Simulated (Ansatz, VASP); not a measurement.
# ZnPt in VASP and in Ansatz

```xyz
2
Lattice="2.6349 0.0000 0.0000 0.0000 2.6349 0.0000 0.0000 0.0000 3.5100" Properties=species:S:1:pos:R:3 pbc="T T T"
Zn    1.3174    1.3174    1.7550
Pt    0.0000    0.0000    0.0000
```

Change from the starting cell: strain -0.080 along x and y, +0.000 along z, atoms carried along.

Alike in both runs: task single point; functional LDA; k mesh 16 × 16 × 14; occupations gaussian, width 0.15 eV; no spin polarisation.

|  | VASP | Ansatz |
| --- | --- | --- |
| version | VASP 6.6.1 | Ansatz 0.2.0 |
| potentials or method | VASP PAW LDA potentials, release 64 (Zn, Pt) | scalar-relativistic, plane waves, PAW |
| plane-wave cutoff (eV) | 520 | 420 |
| valence electrons in the cell | 22 | 30 |

|  | VASP | Ansatz | Ansatz less VASP |
| --- | --- | --- | --- |
| gap on the k mesh at the Fermi level (eV) | none | none | - |
| pressure (GPa) | 35.9 | 33.9 | -2.01 |
| largest component of the traceless stress (GPa) | 9.79 | 9.89 | +0.095 |

A gap of «none» marks a metal or a gap that the smearing closes. The two sets of potentials don't hold the same shells in valence.

Caveats: so large a pressure means that the cell lies far from this level's equilibrium, or that cutoff or potentials fall short (VASP). The runs have no spin-orbit coupling, so splittings on Pt are missing.
